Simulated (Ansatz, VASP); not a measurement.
## BiSbS: VASP beside Ansatz

The input INCAR:

```
PREC     = Accurate       # precision mode
ENCUT    = 600            # plane-wave cutoff, eV
EDIFF    = 1E-6           # SCF threshold, eV
ISMEAR   = 0              # smearing method
SIGMA    = 0.1            # smearing width, eV
LREAL    = False          # projectors in reciprocal space
LASPH    = True           # aspherical terms in the spheres
NELM     = 60             # most SCF steps
ALGO     = Normal         # electronic algorithm
ISIF     = 3              # what is computed and relaxed
LWAVE    = False          # write WAVECAR
LCHARG   = False          # write CHGCAR
GGA      = PE             # functional
IBRION   = 2              # ionic algorithm
NSW      = 90             # ionic steps
EDIFFG   = -0.04          # ionic threshold
```

File KPOINTS:

```
Automatic mesh
0
Gamma
  6 6 6
```

The input POSCAR:

```
BiSbS
1.0
    5.1080097767      0.0000000000      0.0000000000
   -2.5540048883      4.4236662294      0.0000000000
    0.0000000000      0.0000000000      3.4926114641
Sb Bi S
1 1 1
Direct
    0.3333333333      0.6666666667      0.5000000000
    0.6666666667      0.3333333333      0.5000000000
    0.0000000000      0.0000000000      0.0000000000
```

Input for Ansatz:

```yaml
crystal:
  lattice:
    - [5.1080097767, 0.0, 0.0]
    - [-2.5540048883, 4.4236662294, 0.0]
    - [0.0, 0.0, 3.4926114641]
  atoms:
    - { symbol: Sb, position: [0.3333333333, 0.6666666667, 0.5] }
    - { symbol: Bi, position: [0.6666666667, 0.3333333333, 0.5] }
    - { symbol: S, position: [0.0, 0.0, 0.0] }
basis:
  ecutwfc: 420
kpoints:
  mp_grid: { grid: [6, 6, 6] }
hamiltonian:
  xc: pbe
scf:
  occupations: { method: gaussian, width: 0.1 }
  lower_state_search: "off"
output:
  forces: true
  stress: true
  eigenvalues: true
relax:
  adjacent_minimum: "off"
  f_tol: 0.04
  max_steps: 70
  cell: { stress_tol: 0.4 }
```

Change from the starting cell: species swapped into the CeCuSi type (P-6m2, No. 187).

Alike in both runs: task relaxation of cell and atoms; functional PBE; k mesh 6 × 6 × 6; occupations gaussian, width 0.1 eV; no spin polarisation.

|  | VASP | Ansatz |
| --- | --- | --- |
| version | VASP 6.6.1 | Ansatz 0.2.0 |
| potentials or method | VASP PAW PBE potentials, release 64 (Sb, Bi_d, S) | scalar-relativistic, plane waves, PAW |
| plane-wave cutoff (eV) | 600 | 420 |
| valence electrons in the cell | 26 | 36 |

|  | VASP | Ansatz | Ansatz less VASP |
| --- | --- | --- | --- |
| gap on the k mesh at the Fermi level, each at its own relaxed structure (eV) | none | none | - |
| relaxed volume (Å³/atom) | 25.48 | 25.53 | +0.054 |
| relaxed cell length with the largest relative difference (Å) | 5.299 | 5.303 | +0.0040 |
| energy change over the relaxation (meV/atom) | -51 | -51 | -0.4 |

A gap of «none» marks a metal or a gap that the smearing closes. The two sets of potentials don't hold the same shells in valence.

Caveats: spin-orbit coupling is left out, which moves the levels of the heavy elements.
